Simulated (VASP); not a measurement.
Energy against volume of CsPbBr₃ (cubic perovskite). Level of theory: PBE GGA with D3 dispersion (Becke-Johnson damping), VASP's PBE PAW potentials (set 64) (plane waves; VASP).

```tsv
V (Å³/atom)	E (eV/atom)
39.204	-3.37169
40.455	-3.38030
41.706	-3.38308
42.957	-3.38095
44.208	-3.37467
```

**Question.** Fit a third-order Birch-Murnaghan equation of state.

**Answer.** 
| Property | Value |
|---|---|
| volume per atom | 41.75 Å³/atom |
| bulk modulus | 20.8 GPa |
| pressure derivative of the bulk modulus | 4.71 |
| lattice constant a | 0.5932 nm |

The compound is CsPbBr3 in the cubic perovskite structure, the ideal cubic form; the compound distorts at low or room temperature. It was relaxed first.
